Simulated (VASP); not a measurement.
Calculation: PBE GGA, VASP's PBE PAW potentials (set 64) (plane waves; VASP 6.6.1).

A VASP calculation is set up with these files.

File KPOINTS:
```
Automatic mesh
0
Gamma
13 13 13
0 0 0
```

### INCAR
```
SYSTEM  =  NiAl
PREC  =  Accurate; ENCUT  =  500; LREAL  =  .FALSE.
LASPH  =  .TRUE.
EDIFF  =  1E-6; NELM  =  100; ALGO  =  Normal
LMAXMIX  =  4
ISMEAR  =  1; SIGMA  =  0.1
GGA  =  PE
IBRION  =  2; NSW  =  40; ISIF  =  3
EDIFFG  =  -0.02; PSTRESS  =  200
LWAVE  =  .FALSE.; LCHARG  =  .FALSE.
```

**POSCAR**
```
NiAl
1
    2.7975698637     0.0000000000    -0.0000000000
   -0.0000000000     2.7975698637    -0.0000000000
    0.0000000000     0.0000000000     2.7975698637
Al Ni
1 1
Direct
  0.5000000000   0.5000000000   0.5000000000
  0.0000000000   0.0000000000   0.0000000000
```

POTCAR, in this order: Al Ni (PBE.64 set). Program: vasp_std.

Output

**OUTCAR**
```
 ion  position               nearest neighbor table
   1  0.500  0.500  0.500-   2 2.42   2 2.42   2 2.42   2 2.42   2 2.42   2 2.42   2 2.42   2 2.42
  LATTYP: Found a simple cubic cell.
 ALAT       =     2.7975698637
 Subroutine PRICEL returns:
 Original cell was already a primitive cell.
 Subroutine GETGRP returns: Found 48 space group operations
The static configuration has the point symmetry O_h .
The dynamic configuration has the point symmetry O_h .
 Subroutine INISYM returns: Found 48 space group operations
 Subroutine IBZKPT returns following result:
 Found     84 irreducible k-points:

 Following reciprocal coordinates:
            Coordinates               Weight
  0.000000  0.000000  0.000000      1.000000
  0.076923  0.000000  0.000000      6.000000
  0.153846  0.000000  0.000000      6.000000
  0.230769  0.000000  0.000000      6.000000
  0.307692  0.000000  0.000000      6.000000
  0.384615  0.000000  0.000000      6.000000
  0.461538  0.000000  0.000000      6.000000
  0.076923  0.076923  0.000000     12.000000
  0.153846  0.076923  0.000000     24.000000
  0.230769  0.076923  0.000000     24.000000
  0.307692  0.076923  0.000000     24.000000
  0.384615  0.076923  0.000000     24.000000
  0.461538  0.076923  0.000000     24.000000
  0.153846  0.153846  0.000000     12.000000
  0.230769  0.153846  0.000000     24.000000
  0.307692  0.153846  0.000000     24.000000
  0.384615  0.153846  0.000000     24.000000
  0.461538  0.153846  0.000000     24.000000
  0.230769  0.230769  0.000000     12.000000
  0.307692  0.230769  0.000000     24.000000
  0.384615  0.230769  0.000000     24.000000
  0.461538  0.230769  0.000000     24.000000
  0.307692  0.307692  0.000000     12.000000
  0.384615  0.307692  0.000000     24.000000
  0.461538  0.307692  0.000000     24.000000
...
```

File OSZICAR:
```
       N       E                     dE             d eps       ncg     rms          rms(c)
DAV:   1     0.398491925735E+02    0.39849E+02   -0.57630E+03  1712   0.136E+03
DAV:   2    -0.106361635593E+02   -0.50485E+02   -0.47709E+02  1696   0.208E+02
DAV:   3    -0.119095384821E+02   -0.12734E+01   -0.12649E+01  2014   0.426E+01
DAV:   4    -0.119297928876E+02   -0.20254E-01   -0.20248E-01  1934   0.481E+00
DAV:   5    -0.119303947934E+02   -0.60191E-03   -0.60189E-03  1904   0.853E-01    0.126E+01
DAV:   6    -0.133084041320E+02   -0.13780E+01   -0.53871E+01  1856   0.131E+02    0.143E+01
DAV:   7    -0.104317362348E+02    0.28767E+01   -0.15566E+01  1854   0.777E+01    0.109E+00
DAV:   8    -0.104276957678E+02    0.40405E-02   -0.29941E-01  1984   0.682E+00    0.108E+00
DAV:   9    -0.104127308373E+02    0.14965E-01   -0.55278E-02  1938   0.398E+00    0.173E-01
DAV:  10    -0.104124991113E+02    0.23173E-03   -0.86634E-04  1880   0.424E-01    0.101E-01
DAV:  11    -0.104124848604E+02    0.14251E-04   -0.69006E-05  2426   0.131E-01    0.303E-02
DAV:  12    -0.104124829090E+02    0.19514E-05   -0.63248E-06  1784   0.416E-02    0.499E-03
DAV:  13    -0.104124828170E+02    0.91975E-07   -0.16105E-07   878   0.460E-03
   1 F= -.76793406E+01 E0= -.76793267E+01  d E =-.767934E+01
```

OUTCAR:
```
------------------------ aborting loop because EDIFF is reached ----------------------------------------
  FORCE on cell =-STRESS in cart. coord.  units (eV):
  Direction    XX          YY          ZZ          XY          YZ          ZX
  --------------------------------------------------------------------------------------
  Total        2.7094728      2.7094728      2.7094728      0.0000000      0.0000000     -0.0000000
  in kB      198.2679673    198.2679673    198.2679673      0.0000000      0.0000000     -0.0000000
  external PRESSURE =      -1.7320327 kB  Pullay stress =     200.0000000 kB
  volume of cell :       21.89
      direct lattice vectors                 reciprocal lattice vectors
     2.797569864  0.000000000  0.000000000     0.357453093  0.000000000  0.000000000
     0.000000000  2.797569864  0.000000000     0.000000000  0.357453093  0.000000000
     0.000000000  0.000000000  2.797569864     0.000000000  0.000000000  0.357453093
 POSITION                                       TOTAL-FORCE (eV/Angst)
 -----------------------------------------------------------------------------------
      1.39878      1.39878      1.39878         0.000000      0.000000      0.000000
      0.00000      0.00000      0.00000         0.000000      0.000000      0.000000
 -----------------------------------------------------------------------------------
    total drift:                               -0.000000      0.000000     -0.000000
  FREE ENERGIE OF THE ION-ELECTRON SYSTEM (eV)
  ---------------------------------------------------
  free  energy   TOTEN  =       -10.4124828170 eV

  energy  without entropy=      -10.4124413111  energy(sigma->0) =      -10.41246898
  enthalpy is  TOTEN    =        -7.6793405641 eV   P V=        2.7331422529

 reached required accuracy - stopping structural energy minimisation
```
(Selected blocks of OUTCAR.)

The compound is NiAl in the CsCl type structure. It was relaxed first under an external pressure of 20 GPa. The run is not spin-polarised, so no magnetic state was tried. The electron count is odd and the run is not spin-polarised, which forces a metal.
